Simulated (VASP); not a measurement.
```yaml
crystal:
  lattice:
    - [0.00000, 2.45204, 2.45204]
    - [2.45204, 0.00000, 2.45204]
    - [2.45204, 2.45204, 0.00000]
  atoms:
    - { symbol: Ir, position: [0.00000, 0.00000, 0.00000] }
    - { symbol: O, position: [0.25000, 0.25000, 0.25000] }
    - { symbol: O, position: [0.75000, 0.75000, 0.75000] }
```

Level of theory: PBEsol GGA, VASP's PBE PAW potentials (set 64) (plane waves; VASP). Settings: 520 eV cut-off, Gaussian smearing of 0.050 eV, potentials Ir O.

Give the energies of bands 4 to 13 at the high-symmetry points, in eV from the Fermi level.

```tsv
band	Γ	X	U	L	W
4	-9.22	-6.96	-7.67	-8.19	-8.77
5	-9.22	-6.96	-6.88	-6.57	-6.20
6	-3.36	-5.58	-6.24	-5.69	-6.20
7	-3.36	-5.58	-5.13	-4.98	-5.51
8	-3.36	-2.54	-3.02	-4.98	-2.75
9	-3.02	-2.31	-2.08	-2.62	-2.19
10	-3.02	-2.19	-1.90	-2.62	-1.41
11	2.94	-0.83	-0.30	-0.84	-0.10
12	2.94	1.28	0.59	2.36	-0.10
13	2.94	1.28	1.49	2.36	1.46
```

It has no gap at this level: it comes out as a metal or semimetal.

The structure was generated: IrO2 was put into the fluorite type (Fm-3m), which need not be its known phase. It was relaxed first, which changed the volume by -8 %. The electron count is odd and the run is not spin-polarised, which forces a metal.
